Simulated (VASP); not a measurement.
Input:

```yaml
crystal:
  lattice:
    - [4.51131, 0.00000, 0.00000]
    - [0.00000, 4.51131, 0.00000]
    - [0.00000, 0.00000, 3.18772]
  atoms:
    - { symbol: Ir, position: [0.00000, 0.00000, 0.00000] }
    - { symbol: Ir, position: [0.50000, 0.50000, 0.50000] }
    - { symbol: O, position: [0.30870, 0.30870, 0.00000] }
    - { symbol: O, position: [0.80870, 0.19130, 0.50000] }
    - { symbol: O, position: [0.19130, 0.80870, 0.50000] }
    - { symbol: O, position: [0.69130, 0.69130, 0.00000] }
```

Calculation: optB86b-vdW, VASP's PBE PAW potentials (set 64) (plane waves; VASP). Numerical set-up: 520 eV cut-off, Gaussian smearing of 0.050 eV, potentials Ir O.

Unless said otherwise, spin-orbit coupling is left out, though it shifts the bands of the heavy elements here.

### Question
Estimate the band gap (along the path) with the smallest direct gap where there is one.

### Answer

- band gap (along the path) = none (metal, semimetal or under 0.01 eV)

Total energies compare only between runs with the same potentials, cut-off and functional.

The compound is IrO2 in the rutile structure. It was relaxed first.
